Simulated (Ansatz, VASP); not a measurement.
## AlGa3P4 in two plane-wave programs

One calculation is typed for both programs; each brings its own data sets. How far apart do they land? The cell is invented: As first built, before any earlier steps moved the atoms (in the runner's words): P for N in the AlGa3N4 structure of space group P-43m. It may not be a known or stable phase. The cell is taken from a series of runs on this material, whose earlier steps may have relaxed, scaled, displaced or heated it; both programs get it as it stands.

Main program and level: Ansatz 0.2.0; plane waves, with VASP 6.6.1 beside it; single point at PBE.

**1. The starting structure**

It takes space group P-43m (No. 215, cubic). The conventional cell has a = 5.507 Å, b = 5.507 Å, c = 5.507 Å, α = 90.00°, β = 90.00°, γ = 90.00°. Nearest to Al lie 4 P at 2.38 Å. Nearest to Ga lie 4 P at 2.39 Å. Nearest to P lie 1 Al at 2.38 Å and 3 Ga at 2.39 Å. It derives from AlGa3N4. As first built, before any earlier steps moved the atoms (in the runner's words): P for N in the AlGa3N4 structure of space group P-43m. Farther neighbours are not listed.

**2. Ansatz: single point, PBE, pair 1**

Ansatz runs on its default PAW (the set named soft_2) files.

A single point gives forces, pressure and levels at one fixed geometry, so differences don't come from the geometry; what else differs is listed under the comparison.

Contents of input.yaml:

```yaml
crystal:
  lattice:
    - [5.507218412, 0.0, 0.0]
    - [0.0, 5.507218412, 0.0]
    - [0.0, 0.0, 5.507218412]
  atoms:
    - { symbol: Al, position: [0.0, 0.0, 0.0] }
    - { symbol: Ga, position: [0.5, 0.5, 0.0] }
    - { symbol: Ga, position: [0.5, 0.0, 0.5] }
    - { symbol: Ga, position: [0.0, 0.5, 0.5] }
    - { symbol: P, position: [0.75050129, 0.75050129, 0.24949871] }
    - { symbol: P, position: [0.75050129, 0.24949871, 0.75050129] }
    - { symbol: P, position: [0.24949871, 0.75050129, 0.75050129] }
    - { symbol: P, position: [0.24949871, 0.24949871, 0.24949871] }
kpoints:
  mp_grid: { grid: [4, 4, 4] }
scf:
  occupations: { method: fixed }
hamiltonian:
  xc: pbe
output:
  eigenvalues: true
  transmission: { leads: [[0, 0]], kmesh: [8, 8], e_range: [0.82, 0.83], de: 0.05 }
```

Command:

```bash
> ansatz run input.yaml --threads 2 --pin off --max-ram 4096MiB --backend cpu --events-out ev --progress --plain --runs-dir out
```

Numbers of over 12 decimals in the logs are rounded to 6 here.

What it wrote:

```text
Engine: ansatz 0.2.0, x86_64-unknown-linux-gnu
Pseudopotentials: kind: paw
Pseudopotential: Al, paw, valence charge 3, recommended cutoff 420 eV (normal), Al.paw.azcp
Pseudopotential: Ga, paw, valence charge 13, recommended cutoff 420 eV (normal), Ga.paw.azcp
Pseudopotential: P, paw, valence charge 5, recommended cutoff 420 eV (normal), P.paw.azcp
Functional definition: PBE
  parameter kappa = 0.804
  parameter beta = 0.066725
  exchange = pbe_x(kappa = kappa, mu = beta*pi^2/3)
  correlation = pbe_c(beta = beta)
Crystal: 8 atoms, lattice volume = 167.031 Å³
Basis set: ecut = 420 eV, 3239 PW (Γ)
Bands: 39, of which v1, the nominal top of the filled ones, is band 31 counted from 1 (30 counted from 0)
Symmetry: 24 space group operations
Space group: P-43m (ITA 215), of the structure as read, at distance tolerance 5.5e-5 Å
k-points: 10 of 64 (time reversal used)
Non-local potential: Al, projectors of the file, l = 0: 2, l = 1: 2, l = 2: 1
Non-local potential: Ga, projectors of the file, l = 0: 2, l = 1: 2, l = 2: 3, l = 3: 1
Non-local potential: P, projectors of the file, l = 0: 2, l = 1: 2, l = 2: 2
PAW form: soft (Blöchl's): semilocal exchange-correlation on the pseudo side does not see the compensation charge
PAW one-centre angular grid: Al, 110 points (default); XC on 64 Gauss nodes
PAW one-centre angular grid: Ga, 590 points (default); XC on 64 Gauss nodes
PAW one-centre angular grid: P, 110 points (default); XC on 64 Gauss nodes
Initial density: superposition of atomic densities (neutral atoms: chi_scale 0, normalization atom), corrected by the library's trained network
Initial wavefunctions: pseudopotential atomic-orbital guess
Functional: x = pbe(κ = 0.804, μ = 0.219515), c = pbe(β = 0.066725)
SCF iter   1: F=—  HF=-14913.099721 eV  |F-HF|=—  |Δ(HF+E_count)|=         —  Δρ=1.35e-3  dr2=5.04e-3  ethr=1.77e-3  ⟨swp⟩=5.9  Hψ=1491  notcnv=0  defer=48
preconditioner: auto → Resta (q_TF=auto, 2.313 Å⁻¹)  ε∞=4.0  [insulator: Δε(μ)=1.630 eV  Ē_g=13.147 eV  n_scr=32 (ndim 8)  ℏωp=22.6 eV  f_vac=0.004  ε∞_Penn≈4.0]
SCF iter   2: F=—  HF=-14913.095657 eV  |F-HF|=—  |Δ(HF+E_count)|=   4.06e-3  Δρ=7.67e-4  dr2=1.31e-3  ethr=8.14e-6  ⟨swp⟩=3.1  Hψ=897  notcnv=0  defer=55
SCF iter   3: F=—  HF=-14913.095911 eV  |F-HF|=—  |Δ(HF+E_count)|=   2.54e-4  Δρ=3.82e-4  dr2=2.33e-4  ethr=2.11e-6  ⟨swp⟩=2.0  Hψ=694  notcnv=0  defer=55
SCF iter   4: F=—  HF=-14913.095835 eV  |F-HF|=—  |Δ(HF+E_count)|=   7.66e-5  Δρ=1.35e-4  dr2=4.52e-5  ethr=3.76e-7  ⟨swp⟩=2.0  Hψ=671  notcnv=0  defer=55
SCF iter   5: F=—  HF=-14913.095890 eV  |F-HF|=—  |Δ(HF+E_count)|=   5.49e-5  Δρ=3.74e-5  dr2=3.06e-6  ethr=7.29e-8  ⟨swp⟩=3.0  Hψ=698  notcnv=0  defer=54
SCF iter   6: F=—  HF=-14913.095894 eV  |F-HF|=—  |Δ(HF+E_count)|=   4.20e-6  Δρ=9.64e-6  dr2=1.41e-7  ethr=4.93e-9  ⟨swp⟩=2.0  Hψ=669  notcnv=0  defer=54
SCF iter   7: F=-14913.095894 eV  HF=-14913.095894 eV  |F-HF|=3.71e-9  |Δ(HF+E_count)|=   2.99e-7  Δρ=1.46e-6  dr2=4.50e-9  ethr=1.61e-10  ⟨swp⟩=11.8  Hψ=1654  notcnv=0
SCF 1 converged in 7 iterations: F = -14913.095894 eV  dr2 = 4.50e-9
  greatest PAW one-centre occupation: 0.994 electrons in one spin orbital (limit 2), on the Ga atom at site 1 (counted from 0), in its partial waves of l = 2
transmission: 28 of 147 steps passed
transmission: 56 of 147 steps passed
[...]
transmission: 147 of 147 steps passed
SCF converged after 7 iterations
Free energy (F): -14913.095894 eV
Harris-Foulkes:  -14913.095894 eV  (|F-HF|=3.71e-9)
Internal energy: -14913.095894 eV  (E = F + TS)
E sigma→0 (E₀):  -14913.095894 eV
Fermi energy:    6.208608 eV
--- Per-component energies (eV) ---
  E_band       = -199.651925
  E_kinetic    = 649.200449
  E_local      = -7189.811285  (includes V_loc(G=0)·N_el)
  E_nonlocal   = 1421.203509
  E_hartree    = 3317.240181
  E_xc         = -492.063211
  E_vxc        = -444.759564  (∫ρ·V_xc dr)
  E_paw        = -8712.853572  (= ΣΔE_a)
  E_vpaw       = -1269.966796  (= ΣTr[D̂ρ^β])
  E_aug_tail   = -0.000269  (compensation charges beyond the density's cutoff)
  E_ewald      = -3906.011696
  E_smearing   = -0.000000  (= −TS)
  E_closure    = -0.000000  (closes the sum)
  Σ components = -14913.095894   (vs F -14913.095894, Δ=0.00e0)
--- Band table (eV; the first three rows and the last of 10) ---
  k-point 0: bands = [... 27 lower, 3.7873, 6.2086, 6.2086, 6.2086, 7.9330, 7.9330, 7.9330, 7.9705, ... 4 higher]
  k-point 1: bands = [... 27 lower, 4.0209, 4.7921, 5.6462, 5.6462, 7.9553, 8.7460, 8.9914, 8.9914, ... 4 higher]
  k-point 2: bands = [... 27 lower, 4.6451, 4.6451, 4.7636, 4.7636, 8.4796, 8.6566, 9.8938, 9.9778, ... 4 higher]
  k-point 9: bands = [... 27 lower, 5.2428, 5.2803, 5.2803, 5.2803, 7.8481, 7.8481, 7.8481, 8.8421, ... 4 higher]
--- Transmission ---
  basis      : 261 plane waves across, 7 finite elements along
  points     : 21, standing for a mesh of 8 x 8
  energies   : 1 from 0.820000 to 0.820000 eV about the Fermi level; the leads are filled to 0.819740 eV, and channels, transmission and decay are at 0.820000 eV
  crystal 0  : P4Al1Ga3, at the sites [0, 0], period 5.5072 Å: whole cells are its period
    offset         : up to 0.0000 Å between an atom of the period and one for which it stands
    channels       : 0.000000e0 a spin
    conductance    : none, crystal 0 has no channel at the energies, or these end too early or step too widely for 300 K: set another output.transmission.e_range or a lower de, or, where they end at an eighth of basis.ecutwfc, a higher one
    slowest decay  : 0.1219 /Å at (0.0000, 0.0000)
```

Reading the cycles: dr2 is the Hartree energy of the density residual (eV), the measure of convergence; HF is the Harris–Foulkes estimate of the energy, which meets the free energy F at convergence.

**3. VASP: single point, PBE, pair 1**

The same cell, functional and mesh now go to VASP, with its own data sets.

Lines of VASP's logs that name or quote its potential files are left out, and so is its time.

Contents of INCAR:

```
SYSTEM = AlGa3P4
PREC = Accurate
ENCUT = 400
EDIFF = 1E-06
NELM = 120
ISMEAR = 0
SIGMA = 0.01
LREAL = .FALSE.
ALGO = Normal
GGA = PE
NBANDS = 39
LORBIT = 11
LWAVE = .FALSE.
LCHARG = .FALSE.
ISIF = 2
LASPH = .TRUE.
GGA_COMPAT = .FALSE.
EFERMI = MIDGAP
KPAR = 2
```

Contents of POSCAR:

```
AlGa3P4
1.0
    5.5072184120      0.0000000000      0.0000000000
    0.0000000000      5.5072184120      0.0000000000
    0.0000000000      0.0000000000      5.5072184120
Al Ga P
1 3 4
Direct
    0.0000000000      0.0000000000      0.0000000000
    0.5000000000      0.5000000000      0.0000000000
    0.5000000000      0.0000000000      0.5000000000
    0.0000000000      0.5000000000      0.5000000000
    0.7505012900      0.7505012900      0.2494987100
    0.7505012900      0.2494987100      0.7505012900
    0.2494987100      0.7505012900      0.7505012900
    0.2494987100      0.2494987100      0.2494987100
```

Contents of KPOINTS:

```
Automatic mesh
0
Gamma
4 4 4
0 0 0
```

The projector-augmented-wave data sets are Al, Ga_d and P (PBE family, release 64).

Command:

```bash
> mpirun -np 2 vasp_std
```

What it wrote:

```text
[banner, memory and clock lines left out]
running    2 mpi-ranks, on    1 nodes
 distrk:  each k-point on    1 cores,    2 groups
 distr:  one band on    1 cores,    1 groups

 POSCAR found type information on POSCAR AlGaP
 POSCAR found :  3 types and       8 ions
 LDA part: xc-table for (Slater+PW92), standard interpolation
 POSCAR, INCAR and KPOINTS ok, starting setup
 FFT: planning ... GRIDC
 FFT: planning ... GRID_SOFT
 FFT: planning ... GRID
 WAVECAR not read
 entering main loop
       N       E                     dE             d eps       ncg     rms          rms(c)
DAV:   1     0.455924596071E+03    0.45592E+03   -0.23630E+04   829   0.178E+03
DAV:   2     0.245199313311E+02   -0.43140E+03   -0.41444E+03   879   0.494E+02
DAV:   3    -0.355950570123E+02   -0.60115E+02   -0.58576E+02   916   0.138E+02
DAV:   4    -0.387924967815E+02   -0.31974E+01   -0.31816E+01  1011   0.346E+01
DAV:   5    -0.388742010447E+02   -0.81704E-01   -0.81655E-01  1125   0.512E+00    0.840E+00
DAV:   6    -0.378244894710E+02    0.10497E+01   -0.21371E+00  1123   0.150E+01    0.526E+00
DAV:   7    -0.377269894619E+02    0.97500E-01   -0.96903E-01   972   0.374E+00    0.228E+00
DAV:   8    -0.377291606539E+02   -0.21712E-02   -0.14270E-01  1007   0.393E+00    0.357E-01
DAV:   9    -0.377286181440E+02    0.54251E-03   -0.18766E-02  1113   0.190E+00    0.113E-01
DAV:  10    -0.377290837053E+02   -0.46556E-03   -0.21473E-03   912   0.285E-01    0.737E-02
DAV:  11    -0.377294316565E+02   -0.34795E-03   -0.51894E-04  1014   0.974E-02    0.373E-02
DAV:  12    -0.377294364855E+02   -0.48290E-05   -0.27510E-05  1116   0.474E-02    0.200E-02
DAV:  13    -0.377294378723E+02   -0.13869E-05   -0.82564E-06   828   0.160E-02    0.645E-03
DAV:  14    -0.377294381163E+02   -0.24396E-06   -0.99982E-07   559   0.768E-03
   1 F= -.37729438E+02 E0= -.37729438E+02  d E =0.000000E+00
```

OUTCAR, selected parts (step 3):

```text
ion  position               nearest neighbor table
   1  0.000  0.000  0.000-   5 2.38   6 2.38   7 2.38   8 2.38
   2  0.500  0.500  0.000-   5 2.39   6 2.39   7 2.39   8 2.39
   3  0.500  0.000  0.500-   5 2.39   6 2.39   7 2.39   8 2.39
   4  0.000  0.500  0.500-   5 2.39   6 2.39   7 2.39   8 2.39
   5  0.751  0.751  0.249-   1 2.38   2 2.39   3 2.39   4 2.39
   6  0.751  0.249  0.751-   1 2.38   2 2.39   3 2.39   4 2.39
   7  0.249  0.751  0.751-   1 2.38   2 2.39   3 2.39   4 2.39
   8  0.249  0.249  0.249-   1 2.38   2 2.39   3 2.39   4 2.39

  LATTYP: Found a simple cubic cell.
 ALAT       =     5.5072184120

 Subroutine GETGRP returns: Found 24 space group operations
 (whereof 24 operations were pure point group operations)

The static configuration has the point symmetry T_d .

 Found     10 irreducible k-points:

   k-points           NKPTS =     10   k-points in BZ     NKDIM =     10   number of bands    NBANDS=     39

   dimension x,y,z NGX =    36 NGY =   36 NGZ =   36
   dimension x,y,z NGXF=    72 NGYF=   72 NGZF=   72

   ENCUT  =  400.0 eV  29.40 Ry    5.42 a.u.   8.98  8.98  8.98*2*pi/ulx,y,z

   NELECT =      62.0000    total number of electrons

 k-points in reciprocal lattice and weights: Automatic mesh
   0.00000000  0.00000000  0.00000000       0.016
   0.25000000  0.00000000  0.00000000       0.094
   0.50000000  0.00000000  0.00000000       0.047
   0.25000000  0.25000000  0.00000000       0.188
   0.50000000  0.25000000  0.00000000       0.188
   0.50000000  0.50000000  0.00000000       0.047
   0.25000000  0.25000000  0.25000000       0.125
   0.50000000  0.25000000  0.25000000       0.188
   0.50000000  0.50000000  0.25000000       0.094
   0.50000000  0.50000000  0.50000000       0.016

 average (electrostatic) potential at core
       1 -75.5913       2 -65.5663       3 -65.5663       4 -65.5663       5 -83.4738
       6 -83.4738       7 -83.4738       8 -83.4738

 E-fermi :   5.1451

 k-point     1 :       0.0000    0.0000    0.0000
  band No.  band energies     occupation
    ...
     27       1.9049      2.00000
     28       1.9049      2.00000
     29       4.3268      2.00000
     30       4.3268      2.00000
     31       4.3268      2.00000
     32       6.0501      0.00000
     33       6.0501      0.00000
     34       6.0501      0.00000
     35       6.0866      0.00000
     36       6.0866      0.00000
    ...

 k-point     2 :       0.2500    0.0000    0.0000
  band No.  band energies     occupation
    ...
     27       2.1386      2.00000
     28       2.1386      2.00000
     29       2.9089      2.00000
     30       3.7638      2.00000
     31       3.7638      2.00000
     32       6.0721      0.00000
     33       6.8636      0.00000
     34       7.1104      0.00000
     35       7.1104      0.00000
     36       7.2239      0.00000
    ...

 k-point     3 :       0.5000    0.0000    0.0000
  band No.  band energies     occupation
    ...
     27       1.2065      2.00000
     28       2.7631      2.00000
     29       2.7631      2.00000
     30       2.8806      2.00000
     31       2.8806      2.00000
     32       6.5964      0.00000
     33       6.7738      0.00000
     34       8.0137      0.00000
     35       8.0953      0.00000
     36       8.9240      0.00000
    ...

  Total       -0.1959763     -0.1959763     -0.1959763      0.0000000     -0.0000000     -0.0000000
  in kB       -1.8798237     -1.8798237     -1.8798237      0.0000000     -0.0000000     -0.0000000
  external PRESSURE =      -1.8798237 kB  Pullay stress =       0.0000000 kB

  energy-cutoff  :      400.00
  volume of cell :      167.03
      direct lattice vectors                 reciprocal lattice vectors
     5.507218412  0.000000000  0.000000000     0.181579869  0.000000000  0.000000000
     0.000000000  5.507218412  0.000000000     0.000000000  0.181579869  0.000000000
     0.000000000  0.000000000  5.507218412     0.000000000  0.000000000  0.181579869

 POSITION                                       TOTAL-FORCE (eV/Angst)
 -----------------------------------------------------------------------------------
      0.00000      0.00000      0.00000        -0.000000     -0.000000      0.000000
      2.75361      2.75361      0.00000        -0.000000     -0.000000     -0.000000
      2.75361      0.00000      2.75361        -0.000000     -0.000000     -0.000000
      0.00000      2.75361      2.75361        -0.000000     -0.000000      0.000000
      4.13317      4.13317      1.37404         0.003864      0.003864     -0.003864
      4.13317      1.37404      4.13317         0.003864     -0.003864      0.003864
      1.37404      4.13317      4.13317        -0.003864      0.003864      0.003864
      1.37404      1.37404      1.37404        -0.003864     -0.003864     -0.003864
 -----------------------------------------------------------------------------------
    total drift:                                0.000000      0.000000     -0.000000

  FREE ENERGIE OF THE ION-ELECTRON SYSTEM (eV)
  ---------------------------------------------------
  free  energy   TOTEN  =       -37.7294381163 eV

  energy  without entropy=      -37.7294381163  energy(sigma->0) =      -37.72943812

 total charge
# of ion       s       p       d       tot
------------------------------------------
    1        0.397   0.381   0.000   0.778
    2        0.858   0.811  10.006  11.674
    3        0.858   0.811  10.006  11.674
    4        0.858   0.811  10.006  11.674
    5        1.019   1.524   0.000   2.544
    6        1.019   1.524   0.000   2.544
    7        1.019   1.524   0.000   2.544
    8        1.019   1.524   0.000   2.544
--------------------------------------------------
tot          7.047   8.911  30.018  45.976

[... 3 further parts left out ...]
```

The run ends at a pressure of -0.19 GPa, with forces up to 0.0067 eV/Å.

**4. Comparison**

Known differences besides the potentials themselves: fixed occupations in Ansatz, narrow Gaussian smearing in VASP; the cutoff is 420 eV in Ansatz and 400 eV in VASP. Total energies have different zeros and are not compared.

Compared:

```tsv
quantity	Ansatz	VASP	difference
gap on the k mesh (eV)	1.639	1.637	+0.003
```

A gap on the mesh is an upper bound, since the band edges may lie between its points.

**5. VASP: single point, PBE, pair 2**

With cell and atoms fixed, the geometry can't cause a difference; cores, projectors, grids and the points listed under the comparison can.

INCAR is that of step 3.

Contents of POSCAR:

```
AlGa3P4
1.0
    5.5072184120      0.0000000000      0.0000000000
    0.0000000000      7.7883829680      0.0000000000
    0.0000000000      3.8941914840      3.8941914840
Al Ga P
1 3 4
Direct
    0.0000000000      0.0000000000      0.0000000000
    0.0000000000      0.5000000000      0.0000000000
    0.5000000000      0.0000000000      0.5000000000
    0.5000000000      0.5000000000      0.5000000000
    0.2494987100      0.2494987100      0.5010025800
    0.7505012900      0.7505012900      0.0000000000
    0.7505012900      0.2494987100      0.0000000000
    0.2494987100      0.7505012900      0.4989974200
```

Contents of KPOINTS:

```
Automatic mesh
0
Gamma
6 6 6
0 0 0
```

Command:

```bash
> mpirun -np 2 vasp_std
```

What it wrote:

```text
[... set-up lines as in an earlier step ...]
 entering main loop
       N       E                     dE             d eps       ncg     rms          rms(c)
DAV:   1     0.457349740589E+03    0.45735E+03   -0.23830E+04  1651   0.176E+03
DAV:   2     0.263196648360E+02   -0.43103E+03   -0.41314E+03  1752   0.490E+02
DAV:   3    -0.353891022285E+02   -0.61709E+02   -0.60076E+02  1819   0.140E+02
DAV:   4    -0.387896238756E+02   -0.34005E+01   -0.33787E+01  2060   0.344E+01
[...]
DAV:  12    -0.377383991873E+02   -0.45474E-05   -0.29146E-05  2114   0.382E-02    0.198E-02
DAV:  13    -0.377384005731E+02   -0.13859E-05   -0.94321E-06  1647   0.162E-02    0.567E-03
DAV:  14    -0.377384007487E+02   -0.17553E-06   -0.90854E-07  1084   0.669E-03
   1 F= -.37738401E+02 E0= -.37738401E+02  d E =0.000000E+00
```

Parts of OUTCAR (step 5):

```text
  Total       -0.1953788     -0.1953788     -0.1953788      0.0000000      0.0000000      0.0000000
  in kB       -1.8740931     -1.8740931     -1.8740931      0.0000000      0.0000000      0.0000000
  external PRESSURE =      -1.8740931 kB  Pullay stress =       0.0000000 kB

 POSITION                                       TOTAL-FORCE (eV/Angst)
 -----------------------------------------------------------------------------------
      0.00000      0.00000      0.00000         0.000000      0.000000     -0.000000
      0.00000      3.89419      0.00000         0.000000      0.000000     -0.000000
      2.75361      1.94710      1.94710         0.000000     -0.000000     -0.000000
      2.75361      5.84129      1.94710         0.000000      0.000000     -0.000000
      1.37404      3.89419      1.95100        -0.003420      0.000000      0.004836
      4.13317      5.84519      0.00000         0.003420      0.004836     -0.000000
      4.13317      1.94319      0.00000         0.003420     -0.004836     -0.000000
      1.37404      7.78838      1.94319        -0.003420     -0.000000     -0.004836
 -----------------------------------------------------------------------------------
    total drift:                                0.000014      0.000000     -0.000000

  FREE ENERGIE OF THE ION-ELECTRON SYSTEM (eV)
  ---------------------------------------------------
  free  energy   TOTEN  =       -37.7384007487 eV

  energy  without entropy=      -37.7384007487  energy(sigma->0) =      -37.73840075

[... 3 further parts left out ...]
[key lines of the parts left out:]
E-fermi :   5.1439
```

The run ends at a pressure of -0.19 GPa, with forces up to 0.0059 eV/Å.

(Part 1 of 2 ends here.)

[Lines on the potential files, build, host, timing and source positions are cut from VASP's logs without a mark.]

[Logs are printed without paths, hosts, clocks, repeated set-up lines and the standing remarks that a program may print on its own settings, such as how far it seeks lower states.]

[Hosts, paths, dates, database ids (printed as entryN), source tags and the programs' standing remarks are cut or masked in the printed files.]
